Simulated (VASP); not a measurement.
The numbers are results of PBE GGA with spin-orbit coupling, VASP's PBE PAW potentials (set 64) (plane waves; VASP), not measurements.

The input files of a VASP run:

INCAR:
```
SYSTEM = CoGa
PREC = Accurate; ENCUT = 300; LREAL = .FALSE.
LASPH = .TRUE.
EDIFF = 1E-6; NELM = 100; ALGO = Normal
LMAXMIX = 4
ISMEAR = 0; SIGMA = 0.1
GGA = PE; GGA_COMPAT = .FALSE.
MAGMOM = 6*0.0; LSORBIT = .TRUE.; LNONCOLLINEAR = .TRUE.
ISIF = 2
LWAVE = .FALSE.; LCHARG = .FALSE.; LORBIT = 11
```

File KPOINTS:
```
Automatic mesh
0
Gamma
9 9 9
0 0 0
```

**POSCAR**
```
CoGa
1
    2.8800000000     0.0000000000     0.0000000000
    0.0000000000     2.8800000000     0.0000000000
    0.0000000000     0.0000000000     2.8800000000
Ga Co
1 1
Direct
  0.4968180000   0.5323060000   0.4883190000
  0.0031820000  -0.0323060000   0.0116810000
```

POTCAR, in this order: Ga_d Co (PBE.64 set). Program: vasp_ncl.

The run wrote:

**OSZICAR**
```
       N       E                     dE             d eps       ncg     rms          rms(c)
DAV:   1     0.120625543012E+03    0.12063E+03   -0.70278E+03 47376   0.192E+03
DAV:   2     0.137267597158E+01   -0.11925E+03   -0.11392E+03 44268   0.389E+02
DAV:   3    -0.110480488978E+02   -0.12421E+02   -0.12210E+02 48962   0.120E+02
DAV:   4    -0.113188084091E+02   -0.27076E+00   -0.27021E+00 49946   0.207E+01
DAV:   5    -0.113300476026E+02   -0.11239E-01   -0.11238E-01 61462   0.357E+00    0.942E+00
DAV:   6    -0.123088990948E+02   -0.97885E+00   -0.12120E+01 48728   0.590E+01    0.112E+01
DAV:   7    -0.103916436457E+02    0.19173E+01   -0.64675E+00 47870   0.461E+01    0.182E+00
DAV:   8    -0.103841294425E+02    0.75142E-02   -0.34692E-01 49448   0.567E+00    0.764E-01
DAV:   9    -0.103766362638E+02    0.74932E-02   -0.24978E-02 51914   0.294E+00    0.167E-01
DAV:  10    -0.103765450917E+02    0.91172E-04   -0.18934E-03 54558   0.545E-01    0.846E-02
DAV:  11    -0.103764631807E+02    0.81911E-04   -0.16312E-04 63472   0.178E-01    0.434E-02
DAV:  12    -0.103764633608E+02   -0.18015E-06   -0.24439E-05 56874   0.530E-02    0.124E-02
DAV:  13    -0.103764632325E+02    0.12834E-06   -0.45791E-06 42576   0.375E-02
   1 F= -.10376463E+02 E0= -.10373508E+02  d E =-.591138E-02  mag=    -0.0000     0.0000     0.0000
```

### OUTCAR
```
------------------------ aborting loop because EDIFF is reached ----------------------------------------
  FORCE on cell =-STRESS in cart. coord.  units (eV):
  Direction    XX          YY          ZZ          XY          YZ          ZX
  --------------------------------------------------------------------------------------
  Total        0.6987913      0.3396092      0.6440647     -0.0947248     -0.3419228      0.0386341
  in kB       46.8684543     22.7778423     43.1978964     -6.3532596    -22.9330160      2.5912189
  external PRESSURE =      37.6147310 kB  Pullay stress =       0.0000000 kB
  volume of cell :       23.89
      direct lattice vectors                 reciprocal lattice vectors
     2.880000000  0.000000000  0.000000000     0.347222222  0.000000000  0.000000000
     0.000000000  2.880000000  0.000000000     0.000000000  0.347222222  0.000000000
     0.000000000  0.000000000  2.880000000     0.000000000  0.000000000  0.347222222
 POSITION                                       TOTAL-FORCE (eV/Angst)
 -----------------------------------------------------------------------------------
      1.43084      1.53304      1.40636         0.134317     -1.165094      0.481878
      0.00916      2.78696      0.03364        -0.134317      1.165094     -0.481878
 -----------------------------------------------------------------------------------
    total drift:                                0.001278      0.000378      0.001261
  FREE ENERGIE OF THE ION-ELECTRON SYSTEM (eV)
  ---------------------------------------------------
  free  energy   TOTEN  =       -10.3764632325 eV

  energy  without entropy=      -10.3705518522  energy(sigma->0) =      -10.37350754

 total charge

# of ion       s       p       d       tot
------------------------------------------
    1        0.858   0.894  10.056  11.808
    2        0.393   0.460   7.505   8.358
--------------------------------------------------
tot          1.251   1.354  17.560  20.166

 magnetization (x)

# of ion       s       p       d       tot
------------------------------------------
    1        0.000  -0.000   0.000  -0.000
    2       -0.000  -0.000   0.000  -0.000
--------------------------------------------------
tot         -0.000  -0.000   0.000  -0.000

 magnetization (y)

# of ion       s       p       d       tot
------------------------------------------
    1       -0.000  -0.000  -0.000  -0.000
    2        0.000  -0.000   0.000   0.000
--------------------------------------------------
tot         -0.000  -0.000   0.000   0.000

 magnetization (z)

# of ion       s       p       d       tot
------------------------------------------
    1       -0.000  -0.000  -0.000  -0.000
    2        0.000  -0.000   0.000   0.000
--------------------------------------------------
tot         -0.000  -0.000   0.000   0.000

 Ion:    1  E_soc:     -0.0131151

 Ion:    2  E_soc:     -0.0164202
```
(Selected blocks of OUTCAR.)

At this cut-off the stress carries a Pulay error, which pulls relaxed volumes low.

The structure is a typed CoGa crystal. The cell was not relaxed at this level, atoms are displaced from their ideal sites. The run is one of a series of settings (GGA_COMPAT = .FALSE., LNONCOLLINEAR = .TRUE., LSORBIT = .TRUE., MAGMOM = 0.0 0.0 0.0 0.0 0.0 0.0, program vasp_ncl against the base run), some of them coarse on purpose.
